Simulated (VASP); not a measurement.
## MoS2: the band gap, functional by functional

How does the band gap of MoS2 depend on the functional? The starting structure is a measured crystal structure from the Crystallography Open Database. The atoms were first relaxed with LDA in that cell, in a run that isn't shown, and the relaxed structure is the one below. Meshes and data sets differ where the inputs say so.

Method: Kohn-Sham DFT with plane waves and PAW; LDA, PBE, r2SCAN, TB-mBJ, LDA + spin-orbit coupling, r2SCAN + spin-orbit coupling, TB-mBJ + spin-orbit coupling and HSE06, in VASP 6.6.1.

The database entry behind the starting cell differs from later determinations by our own check (about 0.3 % long), so it need not match the best structure at ambient conditions.

**1. The starting structure**

The structure is hexagonal, space group P6_3/mmc (No. 194). Conventional cell: a = 3.169 Å, b = 3.169 Å, c = 12.324 Å, α = 90.00°, β = 90.00°, γ = 120.00°. Mo has 6 S at 2.39 Å nearest. Nearest to S lie 3 Mo at 2.39 Å. Farther neighbours and most contacts between anions are not listed.

As a file:

```
Mo S
1.0
     3.16900    0.00000    0.00000
    -1.58450    2.74443    0.00000
     0.00000    0.00000   12.32400
Mo S
2 4
Direct
  0.66667 0.33333 0.75000
  0.33333 0.66667 0.25000
  0.66667 0.33333 0.37502
  0.33333 0.66667 0.87502
  0.66667 0.33333 0.12498
  0.33333 0.66667 0.62498
```

**2. Bands with LDA**

LDA, the lowest rung, knows the local density alone.

File INCAR:

```
SYSTEM = MoS2
PREC = Accurate
ENCUT = 350
EDIFF = 1E-06
NELM = 100
ISMEAR = 0
SIGMA = 0.03
LREAL = .FALSE.
ALGO = Normal
GGA = CA
NBANDS = 42
LASPH = .TRUE.
LORBIT = 11
LWAVE = .FALSE.
LCHARG = .FALSE.
KPAR = 16
```

File POSCAR:

```
MoS2
1.0
    3.1690000000      0.0000000000      0.0000000000
   -1.5845000000      2.7444345046      0.0000000000
    0.0000000000      0.0000000000     12.3240000000
Mo S
2 4
Direct
    0.6666666667      0.3333333333      0.7500000000
    0.3333333333      0.6666666667      0.2500000000
    0.6666666667      0.3333333333      0.3750242501
    0.3333333333      0.6666666667      0.8750242501
    0.6666666667      0.3333333333      0.1249757499
    0.3333333333      0.6666666667      0.6249757499
```

File KPOINTS:

```
Automatic mesh
0
Gamma
9 9 2
0 0 0
```

File KPOINTS_OPT:

```
Line mode
8
Line-mode
Reciprocal
  0.00000000   0.00000000   0.00000000 GAMMA
  0.50000000   0.00000000   0.00000000 M

  0.50000000   0.00000000   0.00000000 M
  0.33333333   0.33333333   0.00000000 K

  0.33333333   0.33333333   0.00000000 K
  0.00000000   0.00000000   0.00000000 GAMMA

  0.00000000   0.00000000   0.00000000 GAMMA
  0.00000000   0.00000000   0.50000000 A

  0.00000000   0.00000000   0.50000000 A
  0.50000000   0.00000000   0.50000000 L

  0.50000000   0.00000000   0.50000000 L
  0.33333333   0.33333333   0.50000000 H

  0.33333333   0.33333333   0.50000000 H
  0.00000000   0.00000000   0.50000000 A

  0.50000000   0.00000000   0.50000000 L
  0.50000000   0.00000000   0.00000000 M

  0.33333333   0.33333333   0.00000000 K
  0.33333333   0.33333333   0.50000000 H
```

Potentials, in the order of the species: Mo_sv and S (LDA family, release 64).

Run with:

```console
mpirun -np 16 vasp_std
```

Output:

```text
[banner, memory and clock lines left out]
running   16 mpi-ranks, on    1 nodes
 distrk:  each k-point on    1 cores,   16 groups
 distr:  one band on    1 cores,    1 groups

 POSCAR found type information on POSCAR MoS
 POSCAR found :  2 types and       6 ions
|                                                                             |
|           W    W    AA    RRRRR   N    N  II  N    N   GGGG   !!!           |
|           W    W   A  A   R    R  NN   N  II  NN   N  G    G  !!!           |
|           W    W  A    A  R    R  N N  N  II  N N  N  G       !!!           |
|           W WW W  AAAAAA  RRRRR   N  N N  II  N  N N  G  GGG   !            |
|           WW  WW  A    A  R   R   N   NN  II  N   NN  G    G                |
|           W    W  A    A  R    R  N    N  II  N    N   GGGG   !!!           |
|                                                                             |
|     For optimal performance we recommend to set                             |
|       NCORE = 2 up to number-of-cores-per-socket                            |
|     NCORE specifies how many cores store one orbital (NPAR=cpu/NCORE).      |
|     This setting can greatly improve the performance of VASP for DFT.       |
|     The default, NCORE=1 might be grossly inefficient on modern             |
|     multi-core architectures or massively parallel machines. Do your        |
|     Unfortunately you need to use the default for GW and RPA                |
|     calculations (for HF NCORE is supported but not extensively tested      |
|     yet).                                                                   |
|                                                                             |

 LDA part: xc-table for (Slater(with rela. corr.)+CA(PZ))
 , standard interpolation
 POSCAR, INCAR and KPOINTS ok, starting setup
 FFT: planning ... GRIDC
 FFT: planning ... GRID_SOFT
 FFT: planning ... GRID
 WAVECAR not read
 entering main loop
       N       E                     dE             d eps       ncg     rms          rms(c)
DAV:   1     0.354419350100E+03    0.35442E+03   -0.23337E+04  2224   0.869E+02
DAV:   2    -0.346748125637E+02   -0.38909E+03   -0.37327E+03  2346   0.286E+02
DAV:   3    -0.516410601311E+02   -0.16966E+02   -0.16726E+02  2486   0.566E+01
DAV:   4    -0.518739894699E+02   -0.23293E+00   -0.23265E+00  2392   0.694E+00
DAV:   5    -0.518778298143E+02   -0.38403E-02   -0.38395E-02  2502   0.869E-01    0.357E+01
DAV:   6    -0.496400628435E+02    0.22378E+01   -0.86781E+00  2218   0.194E+01    0.115E+01
DAV:   7    -0.492273351934E+02    0.41273E+00   -0.32528E+00  2160   0.125E+01    0.903E+00
DAV:   8    -0.489076766921E+02    0.31966E+00   -0.56049E-01  2256   0.528E+00    0.201E+00
DAV:   9    -0.489068916137E+02    0.78508E-03   -0.51282E-02  2400   0.908E-01    0.702E-01
DAV:  10    -0.489039424245E+02    0.29492E-02   -0.10348E-02  2244   0.614E-01    0.169E-01
DAV:  11    -0.489039124810E+02    0.29943E-04   -0.90683E-04  2354   0.140E-01    0.105E-01
DAV:  12    -0.489038575984E+02    0.54883E-04   -0.11303E-04  2220   0.459E-02    0.644E-02
DAV:  13    -0.489038484705E+02    0.91279E-05   -0.72285E-05  2380   0.416E-02    0.185E-02
DAV:  14    -0.489038479595E+02    0.51102E-06   -0.54682E-06  2096   0.132E-02
   1 F= -.48903848E+02 E0= -.48903848E+02  d E =-.403657E-49
 Start KPOINTS_OPT (optional k-point list driver)
k-point batch [1-24\72]
       N       E                     dE             ncg
DAV:   1    -0.227661493937E+04   -0.28971E+05     2280
DAV:   2    -0.114631363140E+05   -0.91865E+04     2348
DAV:   3    -0.118486831819E+05   -0.38555E+03     2420
DAV:   4    -0.118538338699E+05   -0.51507E+01     2432
DAV:   5    -0.118539178949E+05   -0.84025E-01     2486
DAV:   6    -0.118539197766E+05   -0.18817E-02     2464
DAV:   7    -0.118539198271E+05   -0.50535E-04     2494
DAV:   8    -0.118539198285E+05   -0.13790E-05     1758
DAV:   9    -0.118539198287E+05   -0.14545E-06     1630
[...]
k-point batch [49-72\72]
       N       E                     dE             ncg
DAV:   1    -0.249006414270E+04   -0.36906E+05     2280
DAV:   2    -0.115370776038E+05   -0.90470E+04     2382
DAV:   3    -0.119137676908E+05   -0.37669E+03     2448
DAV:   4    -0.119187740907E+05   -0.50064E+01     2390
DAV:   5    -0.119188502526E+05   -0.76162E-01     2406
DAV:   6    -0.119188519734E+05   -0.17208E-02     2414
DAV:   7    -0.119188520178E+05   -0.44379E-04     2420
DAV:   8    -0.119188520189E+05   -0.11468E-05     1702
DAV:   9    -0.119188520190E+05   -0.13048E-06     1640
```

The job ended after 16 s (16 MPI ranks of Intel Xeon Platinum 8488C (Sapphire Rapids), shared host; peak memory 3.5 GiB; 2.7 min of CPU time).

Lines that name or quote the potential files are left out of all logs, and their timing lines are given in words.

From OUTCAR (step 2):

```text
ion  position               nearest neighbor table
   1  0.667  0.333  0.750-   4 2.39   6 2.39   4 2.39   6 2.39   4 2.39   6 2.39
   2  0.333  0.667  0.250-   3 2.39   5 2.39   3 2.39   5 2.39   3 2.39   5 2.39
   3  0.667  0.333  0.375-   2 2.39   2 2.39   2 2.39
   4  0.333  0.667  0.875-   1 2.39   1 2.39   1 2.39
   5  0.667  0.333  0.125-   2 2.39   2 2.39   2 2.39
   6  0.333  0.667  0.625-   1 2.39   1 2.39   1 2.39

  LATTYP: Found a hexagonal cell.
 ALAT       =     3.1690000000
 C/A-ratio  =     3.8889239508

 Subroutine GETGRP returns: Found 24 space group operations
 (whereof 12 operations were pure point group operations)

The static configuration has the point symmetry D_3d.
 The point group associated with its full space group is D_6h.

 Found     24 irreducible k-points:

   k-points           NKPTS =     24   k-points in BZ     NKDIM =     24   number of bands    NBANDS=     42

   dimension x,y,z NGX =    20 NGY =   20 NGZ =   80
   dimension x,y,z NGXF=    40 NGYF=   40 NGZF=  160

   ENCUT  =  350.0 eV  25.72 Ry    5.07 a.u.   4.83  4.83 18.80*2*pi/ulx,y,z

   NELECT =      52.0000    total number of electrons

 k-points in reciprocal lattice and weights: Automatic mesh
   0.00000000  0.00000000  0.00000000       0.006
   0.11111111  0.00000000  0.00000000       0.037
   0.22222222  0.00000000  0.00000000       0.037
   0.33333333  0.00000000  0.00000000       0.037
   0.44444444  0.00000000  0.00000000       0.037
   0.11111111  0.11111111  0.00000000       0.037
   0.22222222  0.11111111  0.00000000       0.074
   0.33333333  0.11111111  0.00000000       0.074
   0.44444444  0.11111111  0.00000000       0.037
[...]
0.33333333  0.22222222  0.50000000       0.074
   0.33333333  0.33333333  0.50000000       0.012

 average (electrostatic) potential at core
       1 -74.8592       2 -74.8592       3 -85.0016       4 -85.0016       5 -85.0016
       6 -85.0016

 E-fermi :   7.7257

 k-point     1 :       0.0000    0.0000    0.0000
  band No.  band energies     occupation
    ...
     22       5.1063      2.00000
     23       5.1063      2.00000
     24       6.1969      2.00000
     25       6.2339      2.00000
     26       7.4189      2.00000
     27       9.4530      0.00000
     28       9.4530      0.00000
     29       9.4749      0.00000
     30       9.4749      0.00000
     31       9.6964      0.00000
    ...

 k-point     2 :       0.1111    0.0000    0.0000
  band No.  band energies     occupation
    ...
     22       4.8281      2.00000
     23       5.2761      2.00000
     24       6.2380      2.00000
     25       6.3627      2.00000
     26       7.0444      2.00000
     27       9.2538      0.00000
     28       9.2863      0.00000
     29       9.3591      0.00000
     30       9.4721      0.00000
     31       9.5538      0.00000
    ...

 k-point     3 :       0.2222    0.0000    0.0000
  band No.  band energies     occupation
    ...
     22       4.6651      2.00000
     23       5.1668      2.00000
     24       5.9686      2.00000
     25       6.0108      2.00000
     26       6.1525      2.00000
     27       8.6187      0.00000
     28       9.0627      0.00000
     29       9.2723      0.00000
     30       9.3045      0.00000
     31       9.4507      0.00000
    ...

  Total       -3.1189928     -3.1189928     -1.0031582     -0.0000000      0.0000000      0.0000000
  in kB      -46.6227783    -46.6227783    -14.9952328     -0.0000000      0.0000000      0.0000000
  external PRESSURE =     -36.0802631 kB  Pullay stress =       0.0000000 kB

  energy-cutoff  :      350.00
  volume of cell :      107.18
      direct lattice vectors                 reciprocal lattice vectors
     3.169000000  0.000000000  0.000000000     0.315556958  0.182186895  0.000000000
    -1.584500000  2.744434505  0.000000000     0.000000000  0.364373789  0.000000000
     0.000000000  0.000000000 12.324000000     0.000000000  0.000000000  0.081142486

 POSITION                                       TOTAL-FORCE (eV/Angst)
 -----------------------------------------------------------------------------------
      1.58450      0.91481      9.24300        -0.000000      0.000000      0.000000
     -0.00000      1.82962      3.08100         0.000000     -0.000000      0.000000
      1.58450      0.91481      4.62180         0.000000     -0.000000     -0.000311
     -0.00000      1.82962     10.78380        -0.000000      0.000000     -0.000311
      1.58450      0.91481      1.54020        -0.000000     -0.000000      0.000311
     -0.00000      1.82962      7.70220        -0.000000      0.000000      0.000311
 -----------------------------------------------------------------------------------
    total drift:                               -0.000000      0.000000     -0.000000

  FREE ENERGIE OF THE ION-ELECTRON SYSTEM (eV)
  ---------------------------------------------------
  free  energy   TOTEN  =       -48.9038479595 eV

  energy  without entropy=      -48.9038479595  energy(sigma->0) =      -48.90384796

 total charge
# of ion       s       p       d       tot
------------------------------------------
    1        2.300   6.228   3.997  12.525
    2        2.300   6.228   3.997  12.525
    3        1.362   2.333   0.000   3.695
    4        1.362   2.333   0.000   3.695
    5        1.362   2.333   0.000   3.695
    6        1.362   2.333   0.000   3.695
--------------------------------------------------
tot         10.048  21.788   7.993  39.829

[... 3 further parts left out ...]
```

Spin-orbit coupling is off here; it would split degenerate levels. At this level the cell is under a tension of 3.6 GPa, so at these settings it is away from equilibrium.

LDA gives a least gap of 0.841 eV, and a least direct gap of 1.620 eV.

**3. Bands with PBE**

PBE, the usual starting point, adds the gradient of the density.

Edit INCAR of step 2 so:

```diff
@@ -9,3 +9,3 @@
 ALGO = Normal
-GGA = CA
+GGA = PE
 NBANDS = 42
```

POSCAR is that of step 2.

KPOINTS is that of step 2.

KPOINTS_OPT is that of step 2.

PAW data sets: Mo_sv and S (PBE family, release 64).

Run with:

```console
mpirun -np 16 vasp_std
```

Output:

```text
[banner, memory and clock lines left out]
running   16 mpi-ranks, on    1 nodes
[...]
[... a notice as in an earlier step ...]

 LDA part: xc-table for (Slater+PW92), standard interpolation
 POSCAR, INCAR and KPOINTS ok, starting setup
[...]
entering main loop
       N       E                     dE             d eps       ncg     rms          rms(c)
DAV:   1     0.343777203169E+03    0.34378E+03   -0.23623E+04  2224   0.867E+02
DAV:   2    -0.307834004212E+02   -0.37456E+03   -0.35849E+03  2414   0.278E+02
DAV:   3    -0.462886952618E+02   -0.15505E+02   -0.15291E+02  2510   0.538E+01
DAV:   4    -0.464991790642E+02   -0.21048E+00   -0.21024E+00  2464   0.658E+00
[...]
DAV:  13    -0.435843086874E+02   -0.25096E-04   -0.91964E-05  2186   0.383E-02    0.101E-02
DAV:  14    -0.435843102290E+02   -0.15416E-05   -0.51289E-06  2256   0.915E-03    0.845E-03
DAV:  15    -0.435843109514E+02   -0.72239E-06   -0.19112E-06  1888   0.626E-03
   1 F= -.43584311E+02 E0= -.43584311E+02  d E =-.566338E-42
 Start KPOINTS_OPT (optional k-point list driver)
k-point batch [1-24\72]
       N       E                     dE             ncg
DAV:   1    -0.268845155805E+04   -0.29382E+05     2312
DAV:   2    -0.114122446468E+05   -0.87238E+04     2410
DAV:   3    -0.117605218835E+05   -0.34828E+03     2502
DAV:   4    -0.117651615269E+05   -0.46396E+01     2488
DAV:   5    -0.117652384385E+05   -0.76912E-01     2496
DAV:   6    -0.117652402847E+05   -0.18462E-02     2512
DAV:   7    -0.117652403368E+05   -0.52107E-04     2528
DAV:   8    -0.117652403382E+05   -0.14764E-05     1712
DAV:   9    -0.117652403384E+05   -0.15372E-06     1640
[...]
k-point batch [49-72\72]
       N       E                     dE             ncg
DAV:   1    -0.282052237787E+04   -0.37236E+05     2296
DAV:   2    -0.114781568642E+05   -0.86576E+04     2410
DAV:   3    -0.118266715568E+05   -0.34851E+03     2468
DAV:   4    -0.118314204863E+05   -0.47489E+01     2392
DAV:   5    -0.118314959978E+05   -0.75512E-01     2402
DAV:   6    -0.118314977320E+05   -0.17342E-02     2464
DAV:   7    -0.118314977766E+05   -0.44589E-04     2464
DAV:   8    -0.118314977778E+05   -0.11347E-05     1640
DAV:   9    -0.118314977779E+05   -0.14573E-06     1620
```

The job ended after 19 s (16 MPI ranks; peak memory 3.8 GiB; 3.2 min of CPU time).

OUTCAR, selected parts (step 3):

```text
  Total        1.8411609      1.8411609      3.8645383     -0.0000000     -0.0000000      0.0000000
  in kB       27.5217178     27.5217178     57.7672111     -0.0000000     -0.0000000      0.0000000
  external PRESSURE =      37.6035489 kB  Pullay stress =       0.0000000 kB

 POSITION                                       TOTAL-FORCE (eV/Angst)
 -----------------------------------------------------------------------------------
      1.58450      0.91481      9.24300        -0.000000     -0.000000      0.000000
     -0.00000      1.82962      3.08100         0.000000      0.000000      0.000000
      1.58450      0.91481      4.62180         0.000000     -0.000000      0.409917
     -0.00000      1.82962     10.78380        -0.000000      0.000000      0.409917
      1.58450      0.91481      1.54020         0.000000     -0.000000     -0.409917
     -0.00000      1.82962      7.70220        -0.000000      0.000000     -0.409917
 -----------------------------------------------------------------------------------
    total drift:                               -0.000000      0.000000     -0.000000

  FREE ENERGIE OF THE ION-ELECTRON SYSTEM (eV)
  ---------------------------------------------------
  free  energy   TOTEN  =       -43.5843109514 eV

  energy  without entropy=      -43.5843109514  energy(sigma->0) =      -43.58431095

[... 2 parts as in an earlier step ...]

[... 1 further part left out ...]
[key lines of the parts left out:]
E-fermi :   7.8309
```

PBE gives a least gap of 0.925 eV, and a least direct gap of 1.623 eV. The least gap is +0.084 eV from that of LDA.

[end of part 1 of 3]

[Lines on the potential files, build, host, timing and source positions are cut from VASP's logs without a mark.]

[Logs are printed without paths, hosts, clocks, repeated set-up lines and the standing remarks that a program may print on its own settings, such as how far it seeks lower states.]

[Hosts, paths, dates, database ids (printed as entryN), source tags and the programs' standing remarks are cut or masked in the printed files.]
